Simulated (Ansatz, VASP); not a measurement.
**Ta2O5 in two plane-wave programs**

Aim: how closely do two programs agree when they are given the same cell, functional and k mesh? The cell is taken from a series of runs on this material, whose earlier steps may have relaxed, scaled, displaced or heated it; both programs get it as it stands.

Calculated with Ansatz 0.2.0; plane waves, with VASP 6.6.1 beside it; dielectric response at LDA.

## Step 1: Set-up

Symmetry: P2/m, No. 10, monoclinic system. Conventional cell: a = 3.841 Å, b = 3.863 Å, c = 6.778 Å, α = 90.00°, β = 105.57°, γ = 90.00°. Ta has 6 O at 1.90 to 2.21 Å nearest. Nearest to O lie 2 Ta at 1.93 Å. Nearest to O lie 3 Ta at 1.98 to 2.21 Å. Nearest to O lie 2 Ta at 1.90 Å. Farther neighbours and most contacts between anions are not listed.

## Step 2: VASP: dielectric response, LDA

The response to a field tests empty states and converges slowly with the mesh.

Lines of VASP's logs that name or quote its potential files are left out, and so is its time.

Contents of INCAR:

```
SYSTEM = Ta2O5
PREC = Accurate
ENCUT = 520
EDIFF = 1E-08
NELM = 120
ISMEAR = 0
SIGMA = 0.01
LREAL = .FALSE.
ALGO = Normal
GGA = PW92
NBANDS = 33
LASPH = .TRUE.
LORBIT = 11
LWAVE = .FALSE.
LCHARG = .FALSE.
ISIF = 2
LEPSILON = .TRUE.
GGA_COMPAT = .FALSE.
EFERMI = MIDGAP
KPAR = 2
```

Contents of POSCAR:

```
Ta2O5
1.0
    3.8414080139      0.0000000000      0.0000000000
    0.0000000000      3.8627157500      0.0000000000
   -1.8189421445      0.0000000000      6.5289594201
Ta O
2 5
Direct
    0.6495307300      0.0000000000      0.7913145300
    0.3504692700      0.0000000000      0.2086854700
    0.6621243000      0.5000000000      0.7983292900
    0.3378757000      0.5000000000      0.2016707100
    0.1897605700      0.0000000000      0.8706212500
    0.8102394300      0.0000000000      0.1293787500
    0.5000000000      0.0000000000      0.5000000000
```

Contents of KPOINTS:

```
Automatic mesh
0
Gamma
6 6 4
0 0 0
```

PAW data sets: Ta_pv and O (LDA family, release 64).

On the command line:

```
> mpirun -np 2 vasp_std
```

Numbers of over 12 decimals in the logs are rounded to 6 here.

What it wrote:

```text
[banner, memory and clock lines left out]
running    2 mpi-ranks, on    1 nodes
 distrk:  each k-point on    1 cores,    2 groups
 distr:  one band on    1 cores,    1 groups

 POSCAR found type information on POSCAR TaO
 POSCAR found :  2 types and       7 ions
|                                                                             |
|               ----> ADVICE to this user running VASP <----                  |
|                                                                             |
|     You enforced a specific xc type in the INCAR file but a different       |
|     [... a line on the potential file left out ...]
|     I HOPE YOU KNOW WHAT YOU ARE DOING!                                     |
|                                                                             |

 LDA part: xc-table for (Slater(with rela. corr.)+PW92), standard interpolation
 POSCAR, INCAR and KPOINTS ok, starting setup
 FFT: planning ... GRIDC
 FFT: planning ... GRID_SOFT
 FFT: planning ... GRID
 WAVECAR not read
 entering main loop
       N       E                     dE             d eps       ncg     rms          rms(c)
DAV:   1     0.453135731410E+03    0.45314E+03   -0.29724E+04  3696   0.156E+03
DAV:   2    -0.591536747081E+02   -0.51229E+03   -0.50023E+03  4628   0.425E+02
DAV:   3    -0.884897568523E+02   -0.29336E+02   -0.29233E+02  4542   0.106E+02
DAV:   4    -0.888693768398E+02   -0.37962E+00   -0.37909E+00  4520   0.133E+01
DAV:   5    -0.888754046752E+02   -0.60278E-02   -0.60249E-02  4467   0.161E+00    0.493E+01
DAV:   6    -0.749096379124E+02    0.13966E+02   -0.71957E+01  4359   0.530E+01    0.188E+01
DAV:   7    -0.744017806006E+02    0.50786E+00   -0.42756E+00  4338   0.126E+01    0.118E+01
DAV:   8    -0.742286625734E+02    0.17312E+00   -0.51257E-01  4790   0.581E+00    0.152E+00
DAV:   9    -0.742187569892E+02    0.99056E-02   -0.40283E-02  4479   0.151E+00    0.399E-01
DAV:  10    -0.742174044923E+02    0.13525E-02   -0.57233E-03  4621   0.517E-01    0.194E-01
DAV:  11    -0.742174531018E+02   -0.48609E-04   -0.95091E-04  4373   0.214E-01    0.477E-02
DAV:  12    -0.742174507139E+02    0.23878E-05   -0.19970E-04  4123   0.110E-01    0.452E-02
DAV:  13    -0.742174607756E+02   -0.10062E-04   -0.16016E-05  4502   0.274E-02    0.445E-03
DAV:  14    -0.742174615274E+02   -0.75183E-06   -0.25111E-06  4622   0.118E-02    0.232E-03
DAV:  15    -0.742174619574E+02   -0.42997E-06   -0.84444E-07  4271   0.568E-03    0.138E-03
DAV:  16    -0.742174619672E+02   -0.98062E-08   -0.17882E-07  4514   0.252E-03    0.558E-04
DAV:  17    -0.742174619695E+02   -0.23720E-08   -0.28442E-08  3347   0.992E-04
   1 F= -.74217462E+02 E0= -.74217462E+02  d E =0.000000E+00
 Linear response reoptimize wavefunctions to high precision
DAV:   1    -0.742174619688E+02    0.72851E-09   -0.40835E-09  2320   0.464E-04
DAV:   2    -0.742174619688E+02   -0.30923E-10   -0.70798E-10  2050   0.169E-04
 Linear response G [H, r] |phi>, progress :
  Direction:   1
       N       E                     dE             d eps       ncg     rms
RMM:   1    -0.220583432174E+03   -0.22058E+03    0.44731E+02  5632   0.224E+02
RMM:   2    -0.219492523949E+03    0.10909E+01   -0.67885E+01  6008   0.388E+01
RMM:   3    -0.219927281385E+03   -0.43476E+00   -0.69268E+00  6596   0.784E+00
RMM:   4    -0.220001896191E+03   -0.74615E-01   -0.62285E-01  7395   0.214E+00
RMM:   5    -0.220002595292E+03   -0.69910E-03   -0.34675E-02  7401   0.515E-01
RMM:   6    -0.220002826739E+03   -0.23145E-03   -0.22550E-03  7461   0.125E-01
RMM:   7    -0.220002844808E+03   -0.18069E-04   -0.58683E-04  7489   0.361E-02
RMM:   8    -0.220002849257E+03   -0.44488E-05    0.10729E-04  7673   0.123E-02
RMM:   9    -0.220002856344E+03   -0.70868E-05    0.55421E-05  7326   0.588E-03
RMM:  10    -0.220002851312E+03    0.50317E-05    0.17655E-04  7134   0.430E-03
RMM:  11    -0.220002843966E+03    0.73463E-05    0.24317E-04  6224   0.381E-03
RMM:  12    -0.220002867118E+03   -0.23152E-04    0.33151E-05  5487   0.368E-03
RMM:  13    -0.220002854378E+03    0.12740E-04    0.10599E-04  5060   0.363E-03
RMM:  14    -0.220002846679E+03    0.76993E-05    0.34981E-04  4979   0.362E-03
 Linear response G [H, r] |phi>, progress :
  Direction:   2
       N       E                     dE             d eps       ncg     rms
RMM:   1    -0.229707976011E+03   -0.22971E+03    0.41232E+02  5882   0.221E+02
RMM:   2    -0.221993807729E+03    0.77142E+01   -0.69446E+01  5879   0.377E+01
RMM:   3    -0.222053066124E+03   -0.59258E-01   -0.63354E+00  6537   0.734E+00
RMM:   4    -0.222063459151E+03   -0.10393E-01   -0.41156E-01  7155   0.184E+00
RMM:   5    -0.222063612162E+03   -0.15301E-03   -0.25198E-02  7365   0.489E-01
RMM:   6    -0.222064015195E+03   -0.40303E-03   -0.16355E-03  7270   0.114E-01
RMM:   7    -0.222064025968E+03   -0.10774E-04   -0.21834E-04  7317   0.346E-02
[...]
RMM:   1    -0.224185486616E+03   -0.22419E+03    0.46315E+02  5667   0.224E+02
RMM:   2    -0.219992682042E+03    0.41928E+01   -0.72836E+01  5907   0.392E+01
RMM:   3    -0.220563316687E+03   -0.57063E+00   -0.94453E+00  6622   0.858E+00
RMM:   4    -0.220560415628E+03    0.29011E-02   -0.83292E-01  7432   0.238E+00
RMM:   5    -0.220550659747E+03    0.97559E-02   -0.50398E-02  7303   0.593E-01
RMM:   6    -0.220550352016E+03    0.30773E-03   -0.43555E-03  7506   0.156E-01
[...]
dielectric tensor                  component  2 :    -0.214     7.291    -0.021
 Linear response to external field (no local field effect), progress :
  Direction:   3
       N       E                     dE             d eps       ncg     rms          rms(c)
RMM:   1    -0.103039749361E+01   -0.10304E+01   -0.43284E+00  7454   0.578E+00
RMM:   2    -0.108865335813E+01   -0.58256E-01   -0.53021E-02  6069   0.102E+00
RMM:   3    -0.108962503367E+01   -0.97168E-03   -0.57806E-03  6087   0.210E-01
RMM:   4    -0.108979405127E+01   -0.16902E-03   -0.69341E-04  6892   0.569E-02
RMM:   5    -0.108979995408E+01   -0.59028E-05   -0.38234E-05  6755   0.129E-02
RMM:   6    -0.108980023529E+01   -0.28120E-06   -0.32548E-06  6539   0.325E-03
RMM:   7    -0.108980025582E+01   -0.20536E-07   -0.14163E-06  6131   0.105E-03
RMM:   8    -0.108980025895E+01   -0.31285E-08   -0.16342E-06  5658   0.543E-04
RMM:   9    -0.108980025784E+01    0.11069E-08   -0.15549E-06  3993   0.406E-04
RMM:  10    -0.108980025525E+01    0.25900E-08   -0.33634E-07  3402   0.385E-04
RMM:  11    -0.108980025702E+01   -0.17704E-08   -0.10459E-06  3160   0.379E-04
RMM:  12    -0.108980025741E+01   -0.38928E-09   -0.42438E-07  3099   0.379E-04
 change of polarisation eV/A/(eV/A) component  3 :     0.010    -0.011     2.180
 dielectric tensor                  component  3 :     0.018    -0.021     5.071
 Linear response to external field, progress :
  Direction:   1
       N       E                     dE             d eps       ncg     rms          rms(c)
RMM:   1    -0.101638321004E+01   -0.10164E+01   -0.43591E+00  7347   0.560E+00
RMM:   2    -0.107430930667E+01   -0.57926E-01   -0.49146E-02  6117   0.101E+00    0.153E+00
RMM:   3    -0.104215100327E+01    0.32158E-01   -0.36110E-02  5725   0.959E-01    0.838E-01
RMM:   4    -0.105436822792E+01   -0.12217E-01   -0.31220E-02  6203   0.925E-01    0.162E-01
RMM:   5    -0.105998147732E+01   -0.56132E-02   -0.18862E-03  6313   0.189E-01    0.897E-02
RMM:   6    -0.106240956870E+01   -0.24281E-02   -0.32202E-04  6199   0.868E-02    0.336E-02
RMM:   7    -0.106315560174E+01   -0.74603E-03   -0.34646E-05  6370   0.283E-02    0.171E-02
RMM:   8    -0.106332847992E+01   -0.17288E-03   -0.84300E-06  6709   0.106E-02    0.716E-03
RMM:   9    -0.106336598174E+01   -0.37502E-04   -0.84925E-07  6651   0.411E-03    0.139E-03
RMM:  10    -0.106335238184E+01    0.13600E-04    0.54667E-07  6221   0.193E-03    0.911E-04
RMM:  11    -0.106335529437E+01   -0.29125E-05    0.71897E-08  6528   0.828E-04    0.277E-04
RMM:  12    -0.106335212998E+01    0.31644E-05    0.13969E-06  6492   0.536E-04    0.199E-04
RMM:  13    -0.106335135175E+01    0.77823E-06    0.60799E-07  5714   0.321E-04    0.866E-05
RMM:  14    -0.106335118259E+01    0.16916E-06    0.71657E-07  3558   0.264E-04    0.253E-05
RMM:  15    -0.106335089508E+01    0.28751E-06    0.48526E-07  2968   0.257E-04    0.918E-06
 change of polarisation eV/A/(eV/A) component  1 :     2.043    -0.114     0.007
 dielectric tensor                  component  1 :     4.816    -0.213     0.014
 Linear response to external field, progress :
  Direction:   2
       N       E                     dE             d eps       ncg     rms          rms(c)
RMM:   1    -0.160235873063E+01   -0.16024E+01   -0.89220E+00  6909   0.564E+00
RMM:   2    -0.168262651176E+01   -0.80268E-01   -0.69420E-02  6099   0.951E-01    0.173E+00
RMM:   3    -0.165465996862E+01    0.27967E-01   -0.27893E-02  5948   0.804E-01    0.993E-01
RMM:   4    -0.168219127735E+01   -0.27531E-01   -0.33226E-02  6260   0.960E-01    0.110E-01
RMM:   5    -0.168572101572E+01   -0.35297E-02   -0.11710E-03  5954   0.165E-01    0.303E-02
RMM:   6    -0.168718259350E+01   -0.14616E-02   -0.18033E-04  6329   0.538E-02    0.833E-03
RMM:   7    -0.168731177365E+01   -0.12918E-03   -0.21161E-05  6627   0.166E-02    0.471E-03
RMM:   8    -0.168743254557E+01   -0.12077E-03   -0.23180E-06  6321   0.625E-03    0.121E-03
RMM:   9    -0.168745174662E+01   -0.19201E-04   -0.68845E-07  6660   0.239E-03    0.515E-04
RMM:  10    -0.168745384021E+01   -0.20936E-05   -0.62589E-07  6933   0.880E-04    0.244E-04
RMM:  11    -0.168745032884E+01    0.35114E-05    0.11602E-06  6254   0.376E-04    0.529E-05
RMM:  12    -0.168745099580E+01   -0.66695E-06   -0.30873E-07  5057   0.263E-04    0.166E-05
RMM:  13    -0.168745114388E+01   -0.14808E-06   -0.39721E-07  3189   0.228E-04    0.579E-06
 change of polarisation eV/A/(eV/A) component  2 :    -0.112     3.260    -0.011
 dielectric tensor                  component  2 :    -0.210     7.089    -0.020
 Linear response to external field, progress :
  Direction:   3
       N       E                     dE             d eps       ncg     rms          rms(c)
RMM:   1    -0.103039749361E+01   -0.10304E+01   -0.43284E+00  7454   0.578E+00
RMM:   2    -0.108865333771E+01   -0.58256E-01   -0.53019E-02  6069   0.102E+00    0.162E+00
RMM:   3    -0.105066712879E+01    0.37986E-01   -0.47985E-02  6050   0.108E+00    0.878E-01
RMM:   4    -0.106036431844E+01   -0.96972E-02   -0.28322E-02  6347   0.891E-01    0.263E-01
RMM:   5    -0.106885006604E+01   -0.84857E-02   -0.30008E-03  6390   0.236E-01    0.125E-01
RMM:   6    -0.107189791983E+01   -0.30479E-02   -0.54858E-04  6196   0.920E-02    0.669E-02
RMM:   7    -0.107301822334E+01   -0.11203E-02   -0.34166E-05  6347   0.424E-02    0.250E-02
RMM:   8    -0.107322144259E+01   -0.20322E-03   -0.70924E-06  6693   0.148E-02    0.101E-02
RMM:   9    -0.107318935260E+01    0.32090E-04   -0.16967E-05  6658   0.825E-03    0.437E-03
RMM:  10    -0.107316874053E+01    0.20612E-04   -0.59274E-06  6496   0.370E-03    0.189E-03
RMM:  11    -0.107316951404E+01   -0.77351E-06   -0.55603E-06  6770   0.152E-03    0.644E-04
RMM:  12    -0.107316428011E+01    0.52339E-05   -0.46643E-06  6470   0.117E-03    0.533E-04
RMM:  13    -0.107316210519E+01    0.21749E-05   -0.27449E-06  6563   0.585E-04    0.218E-04
RMM:  14    -0.107316155154E+01    0.55365E-06   -0.25260E-06  5655   0.416E-04    0.939E-05
RMM:  15    -0.107316134637E+01    0.20517E-06   -0.22363E-06  3960   0.376E-04    0.431E-05
RMM:  16    -0.107316124345E+01    0.10292E-06   -0.20881E-06  3152   0.368E-04    0.187E-05
RMM:  17    -0.107316118970E+01    0.53748E-07   -0.18334E-06  2768   0.366E-04    0.686E-06
 change of polarisation eV/A/(eV/A) component  3 :     0.007    -0.011     2.057
 dielectric tensor                  component  3 :     0.014    -0.021     4.842
 Born effective charges drift removed
```

Parts of OUTCAR (step 2):

```text
ion  position               nearest neighbor table
   1  0.650  0.000  0.791-   7 1.90   3 1.93   3 1.93   5 1.98   5 2.00   6 2.21   2 3.33   2 3.34

  LATTYP: Found a simple monoclinic cell.
 ALAT       =     3.8414080139
 B/A-ratio  =     1.0055468557
 C/A-ratio  =     1.7643530617
 COS(beta)  =    -0.2683755528

 Subroutine GETGRP returns: Found  4 space group operations
 (whereof  4 operations were pure point group operations)

The static configuration has the point symmetry C_2h.

 Found     56 irreducible k-points:

   k-points           NKPTS =     56   k-points in BZ     NKDIM =     56   number of bands    NBANDS=     33

   dimension x,y,z NGX =    30 NGY =   30 NGZ =   50
   dimension x,y,z NGXF=    60 NGYF=   60 NGZF=  100

   ENCUT  =  520.0 eV  38.22 Ry    6.18 a.u.   7.14  7.18 12.60*2*pi/ulx,y,z

   NELECT =      52.0000    total number of electrons

 k-points in reciprocal lattice and weights: Automatic mesh
   0.00000000  0.00000000  0.00000000       0.007
   0.16666667  0.00000000  0.00000000       0.014
   0.33333333  0.00000000  0.00000000       0.014
   0.50000000  0.00000000  0.00000000       0.007
   0.00000000  0.16666667  0.00000000       0.014
   0.16666667  0.16666667  0.00000000       0.028
   0.33333333  0.16666667  0.00000000       0.028
   0.50000000  0.16666667  0.00000000       0.014
   0.00000000  0.33333333  0.00000000       0.014
[...]
0.33333333  0.50000000  0.50000000       0.014
   0.50000000  0.50000000  0.50000000       0.007

 average (electrostatic) potential at core
       1 -42.3209       2 -42.3209       3 -73.6978       4 -73.6978       5 -74.6067
       6 -74.6067       7 -74.6206

  Total       -2.9040874     -2.5547221     -2.9995602      0.0000000      0.0000000     -0.0496161
  in kB      -48.0278453    -42.2500364    -49.6067772      0.0000000      0.0000000     -0.8205523
  external PRESSURE =     -46.6282196 kB  Pullay stress =       0.0000000 kB

  energy-cutoff  :      520.00
  volume of cell :       96.88
      direct lattice vectors                 reciprocal lattice vectors
     3.841408014  0.000000000  0.000000000     0.260321215  0.000000000  0.072524456
     0.000000000  3.862715750  0.000000000     0.000000000  0.258885216  0.000000000
    -1.818942145  0.000000000  6.528959420     0.000000000  0.000000000  0.153163764

 POSITION                                       TOTAL-FORCE (eV/Angst)
 -----------------------------------------------------------------------------------
      1.05576      0.00000      5.16646        -0.030778     -0.000000      0.156524
      0.96671      0.00000      1.36250         0.030778     -0.000000     -0.156524
      1.09137      1.93136      5.21226        -0.010435     -0.000000      0.009298
      0.93109      1.93136      1.31670         0.010435      0.000000     -0.009298
     -0.85466      0.00000      5.68425        -0.000710     -0.000000      0.064625
      2.87713      0.00000      0.84471         0.000710     -0.000000     -0.064625
      1.01123      0.00000      3.26448         0.000000     -0.000000      0.000000
 -----------------------------------------------------------------------------------
    total drift:                               -0.000000      0.000000      0.000000

 MACROSCOPIC STATIC DIELECTRIC TENSOR (including local field effects in DFT)
 ------------------------------------------------------
           4.816462     0.000000     0.013867
           0.000000     7.089474     0.000000
           0.013887     0.000000     4.841813
 ------------------------------------------------------

 PIEZOELECTRIC TENSOR (including local field effects)  for field in x, y, z        (C/m^2)
          XX          YY          ZZ          XY          YZ          ZX
  --------------------------------------------------------------------------------
  x     0.00000     0.00000     0.00000     0.00000     0.00000     0.00000
  y     0.00000     0.00000     0.00000     0.00000     0.00000     0.00000
  z     0.00000     0.00000     0.00000     0.00000     0.00000     0.00000

 BORN EFFECTIVE CHARGES (including local field effects) (in |e|, cummulative output)
 ---------------------------------------------------------------------------------
 ion    1
    1     6.88092     0.00000     0.02550
    2     0.00000    10.22010     0.00000
    3     0.04600     0.00000     7.04463
 ion    2
    1     6.88092     0.00000     0.02550
    2     0.00000    10.22010     0.00000
    3     0.04600     0.00000     7.04463
 ion    3
    1    -1.31113     0.00000    -0.01466
    2     0.00000    -8.04739     0.00000
    3    -0.01848     0.00000    -1.25238
 ion    4
    1    -1.31113     0.00000    -0.01466
    2     0.00000    -8.04739     0.00000
    3    -0.01848     0.00000    -1.25238
 ion    5
    1    -5.20795     0.00000     0.01671
    2     0.00000    -1.47234     0.00000
    3     0.04762     0.00000    -2.51227
 ion    6
    1    -5.20795     0.00000     0.01671
    2     0.00000    -1.47234     0.00000
    3     0.04762     0.00000    -2.51227
 ion    7
    1    -0.72367     0.00000    -0.05509
    2     0.00000    -1.40073     0.00000
    3    -0.15028     0.00000    -6.55995
```

(Continued in part 2 of 2.)

[Lines on the potential files, build, host, timing and source positions are cut from VASP's logs without a mark.]

[Logs are printed without paths, hosts, clocks, repeated set-up lines and the standing remarks that a program may print on its own settings, such as how far it seeks lower states.]

[Hosts, paths, dates, database ids (printed as entryN), source tags and the programs' standing remarks are cut or masked in the printed files.]
